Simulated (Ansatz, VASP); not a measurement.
**SbC2: VASP beside Ansatz**

Wanted: the spread between two codes on one cell, functional and k mesh. The cell is invented: As first built, before any earlier steps moved the atoms (in the runner's words): it takes the LuC2 structure with some of its atoms replaced by other elements, volume scaled by an estimate. It may not be a known or stable phase. The cell is taken from a series of VASP runs on this material, whose earlier steps may have relaxed, scaled or displaced it; both programs get it as it stands. Valence electrons are named where the data sets of a main pair hold unlike numbers.

Main program and level: Ansatz 0.2.0; plane waves, with VASP 6.6.1 beside it; band structure at HSE06.

## 1. Starting point

Symmetry: I4/mmm, No. 139, tetragonal system. The conventional cell has a = 4.159 Å, b = 4.159 Å, c = 6.127 Å, α = 90.00°, β = 90.00°, γ = 90.00°. Nearest to Sb lie 2 C at 2.42 Å. Nearest to C lie 1 C at 1.28 Å and 1 Sb at 2.42 Å. As first built, before any earlier steps moved the atoms (in the runner's words): sites of the LuC2 structure (space group 139) filled with other elements, volume scaled by an estimate. Farther neighbours are not listed.

## 2. VASP: band structure, HSE06

With cell and atoms fixed, the geometry can't cause a difference; cores, projectors, grids and the points listed under the comparison can.

Lines of VASP's logs that name or quote its potential files are left out, and so is its time.

The run reads the wave functions of an earlier VASP run, which isn't shown here.

The input, INCAR:

```
SYSTEM = SbC2
PREC = Accurate
ENCUT = 520
EDIFF = 1E-06
NELM = 100
ISMEAR = -1
SIGMA = 0.05
LREAL = .FALSE.
ALGO = Normal
LHFCALC = .TRUE.
AEXX = 0.25
GGA = PE
HFSCREEN = 0.2
LASPH = .TRUE.
NBANDS = 12
PRECFOCK = Fast
LORBIT = 11
LWAVE = .FALSE.
LCHARG = .FALSE.
```

The input, POSCAR:

```
SbC2
1.0
   -2.0794198753      2.0794198753      3.0636647962
    2.0794198753     -2.0794198753      3.0636647962
    2.0794198753      2.0794198753     -3.0636647962
Sb C
1 2
Direct
    0.0000000000      0.0000000000      0.0000000000
    0.6042858710      0.6042858710      0.0000000000
    0.3957141290      0.3957141290      0.0000000000
```

The input, KPOINTS:

```
Automatic mesh
0
Gamma
5 5 5
0 0 0
```

The input, KPOINTS_OPT:

```
Line mode
6
Line-mode
Reciprocal
  0.00000000   0.00000000   0.00000000 GAMMA
  0.00000000   0.00000000   0.50000000 X

  0.00000000   0.00000000   0.50000000 X
 -0.23034134   0.23034134   0.50000000 Y

 -0.23034134   0.23034134   0.50000000 Y
 -0.36517067   0.36517067   0.36517067 S

 -0.36517067   0.36517067   0.36517067 S
  0.00000000   0.00000000   0.00000000 GAMMA

  0.00000000   0.00000000   0.00000000 GAMMA
  0.50000000   0.50000000  -0.50000000 Z

  0.50000000   0.50000000  -0.50000000 Z
  0.36517067   0.63482933  -0.36517067 S1

  0.36517067   0.63482933  -0.36517067 S1
  0.00000000   0.50000000   0.00000000 N

  0.00000000   0.50000000   0.00000000 N
  0.25000000   0.25000000   0.25000000 P

  0.25000000   0.25000000   0.25000000 P
  0.50000000   0.50000000  -0.23034134 Y1

  0.50000000   0.50000000  -0.23034134 Y1
  0.50000000   0.50000000  -0.50000000 Z

  0.00000000   0.00000000   0.50000000 X
  0.25000000   0.25000000   0.25000000 P
```

PAW data sets: Sb and C (PBE family, release 64).

Launch:

```sh
$ mpirun -np 1 vasp_std
```

Numbers of over 12 decimals in the logs are rounded to 6 here.

The log of the run:

```text
[banner, memory and clock lines left out]
running    1 mpi-ranks, on    1 nodes
 distrk:  each k-point on    1 cores,    1 groups
 distr:  one band on    1 cores,    1 groups

 POSCAR found type information on POSCAR SbC
 POSCAR found :  2 types and       3 ions
 LDA part: xc-table for (Slater+PW92), standard interpolation
 found WAVECAR, reading the header
 POSCAR, INCAR and KPOINTS ok, starting setup
 FFT: planning ... GRIDC
 FFT: planning ... GRID_SOFT
 FFT: planning ... GRID
 reading WAVECAR
 the WAVECAR file was read successfully
 initial charge from wavefunction
 entering main loop
       N       E                     dE             d eps       ncg     rms          rms(c)
DAV:   1    -0.203331563572E+02   -0.20333E+02   -0.15656E+00   432   0.807E+00    0.108E+01
DAV:   2    -0.203415573005E+02   -0.84009E-02   -0.27927E-02   488   0.142E+00    0.693E+00
DAV:   3    -0.203401627048E+02    0.13946E-02   -0.29761E-03   492   0.401E-01    0.428E+00
DAV:   4    -0.203396490202E+02    0.51368E-03   -0.41426E-04   456   0.143E-01    0.258E+00
DAV:   5    -0.203394756076E+02    0.17341E-03   -0.14086E-04   460   0.779E-02    0.155E+00
DAV:   6    -0.203394323498E+02    0.43258E-04   -0.45268E-05   476   0.445E-02    0.924E-01
DAV:   7    -0.203394227245E+02    0.96253E-05   -0.12042E-05   464   0.229E-02    0.548E-01
DAV:   8    -0.203394225049E+02    0.21962E-06   -0.39532E-06   468   0.130E-02
   1 F= -.20339423E+02 E0= -.20330620E+02  d E =-.176046E-01
 Start KPOINTS_OPT (optional k-point list driver)
k-point batch [1-18\66]
       N       E                     dE             ncg
DAV:   1     0.492110212095E+03   -0.58444E+04      432
DAV:   2    -0.445439553899E+03   -0.93755E+03      560
DAV:   3    -0.559148012941E+03   -0.11371E+03      512
DAV:   4    -0.562563271020E+03   -0.34153E+01      476
DAV:   5    -0.562600964824E+03   -0.37694E-01      508
DAV:   6    -0.562601602195E+03   -0.63737E-03      512
DAV:   7    -0.562601619330E+03   -0.17135E-04      512
DAV:   8    -0.562601619879E+03   -0.54947E-06      360
[...]
k-point batch [55-66\66]
       N       E                     dE             ncg
DAV:   1     0.270285249326E+04   -0.53950E+04      288
DAV:   2     0.212478975854E+04   -0.57806E+03      380
DAV:   3     0.205861394688E+04   -0.66176E+02      324
DAV:   4     0.205716024791E+04   -0.14537E+01      312
DAV:   5     0.205714225052E+04   -0.17997E-01      348
DAV:   6     0.205714189949E+04   -0.35103E-03      352
DAV:   7     0.205714188852E+04   -0.10972E-04      344
DAV:   8     0.205714188809E+04   -0.42784E-06      284
```

From OUTCAR (step 2):

```text
ion  position               nearest neighbor table
   1  0.000  0.000  0.000-   2 2.42   3 2.42
   2  0.604  0.604  0.000-   3 1.28   1 2.42
   3  0.396  0.396  0.000-   2 1.28   1 2.42

  LATTYP: Found a body centered tetragonal cell.
 ALAT       =     4.1588397506
 C/A-ratio  =     1.4733266872

 Subroutine GETGRP returns: Found 16 space group operations
 (whereof 16 operations were pure point group operations)

The static configuration has the point symmetry D_4h.

 Found     18 irreducible k-points:

   k-points           NKPTS =     18   k-points in BZ     NKDIM =    125   number of bands    NBANDS=     12

   dimension x,y,z NGX =    32 NGY =   32 NGZ =   32
   dimension x,y,z NGXF=    64 NGYF=   64 NGZF=   64

   ENCUT  =  520.0 eV  38.22 Ry    6.18 a.u.   7.90  7.90  7.90*2*pi/ulx,y,z

   NELECT =      13.0000    total number of electrons

 k-points in reciprocal lattice and weights: Automatic mesh
   0.00000000  0.00000000  0.00000000       0.008
   0.20000000  0.00000000 -0.00000000       0.064
   0.40000000  0.00000000 -0.00000000       0.064
   0.20000000  0.20000000 -0.00000000       0.064
   0.40000000  0.20000000 -0.00000000       0.128
  -0.40000000  0.20000000  0.00000000       0.128
  -0.20000000  0.20000000  0.00000000       0.032
   0.40000000  0.40000000 -0.00000000       0.064
  -0.40000000  0.40000000  0.00000000       0.032
[...]
-0.40000000  0.40000000  0.40000000       0.032
  -0.40000000 -0.40000000  0.40000000       0.016

  exchange ACFDT corr.  =         0.00000000  see jH, gK, PRB 81, 115126

 average (electrostatic) potential at core
       1 -84.3689       2 -46.2602       3 -46.2602

 E-fermi :   5.8025

 k-point     1 :       0.0000    0.0000    0.0000
  band No.  band energies     occupation
    ...
      2      -5.4550      2.00000
      3      -1.7800      2.00000
      4       1.1850      2.00000
      5       1.1850      2.00000
      6       3.8008      2.00000
      7       7.4839      0.00000
      8       7.4839      0.00000
      9       7.7253      0.00000
     10       7.7253      0.00000
     11       8.1617      0.00000
    ...

 k-point     2 :       0.2000    0.0000   -0.0000
  band No.  band energies     occupation
    ...
      2      -5.7703      2.00000
      3      -1.6432      2.00000
      4       0.9139      2.00000
      5       1.1355      2.00000
      6       3.0132      2.00000
      7       5.9710      0.06640
      8       6.4611      0.00000
      9       7.9247      0.00000
     10       8.6977      0.00000
     11       9.8524      0.00000
    ...

 k-point     3 :       0.4000    0.0000   -0.0000
  band No.  band energies     occupation
    ...
      4       0.0324      2.00000
      5       1.0971      2.00000
      6       2.6413      2.00000
      7       4.4206      2.00000
      8       5.4182      1.99908
      9       8.5045      0.00000
     10      10.2256      0.00000
     11      12.1379      0.00000
     12      13.3535      0.00000

  energy-cutoff  :      520.00
  volume of cell :       52.99
      direct lattice vectors                 reciprocal lattice vectors
    -2.079419875  2.079419875  3.063664796     0.000000000  0.240451679  0.163203233
     2.079419875 -2.079419875  3.063664796     0.240451679  0.000000000  0.163203233
     2.079419875  2.079419875 -3.063664796     0.240451679  0.240451679  0.000000000

 POSITION                                       TOTAL-FORCE (eV/Angst)
 -----------------------------------------------------------------------------------
      0.00000      0.00000      0.00000         0.000000      0.000000      0.000000
      0.00000      0.00000      3.70266        -0.000000     -0.000000     -0.141599
      0.00000      0.00000      2.42467         0.000000      0.000000      0.141599
 -----------------------------------------------------------------------------------
    total drift:                                0.000001     -0.000001      0.000000

  FREE ENERGIE OF THE ION-ELECTRON SYSTEM (eV)
  ---------------------------------------------------
  free  energy   TOTEN  =       -20.3394225049 eV

  energy  without entropy=      -20.3218179089  energy(sigma->0) =      -20.33062021

 total charge
# of ion       s       p       d       tot
------------------------------------------
    1        1.372   0.948   0.054   2.374
    2        0.961   1.482   0.000   2.443
    3        0.961   1.482   0.000   2.443
--------------------------------------------------
tot          3.295   3.911   0.054   7.260

[... 3 further parts left out ...]
```

This run has no spin polarisation. Its electron count is odd, so without a moment it is a metal by construction. The k-mesh is coarse for a metal. Spin-orbit coupling is off here; with elements this heavy it splits and shifts levels by tenths of an eV or more. The PAW data sets were made with PBE, which is usual practice but a small mismatch for other functionals.

(Part 1 of 2 ends here.)

[Lines on the potential files, build, host, timing and source positions are cut from VASP's logs without a mark.]

[Logs are printed without paths, hosts, clocks, repeated set-up lines and the standing remarks that a program may print on its own settings, such as how far it seeks lower states.]

[Hosts, paths, dates, database ids (printed as entryN), source tags and the programs' standing remarks are cut or masked in the printed files.]
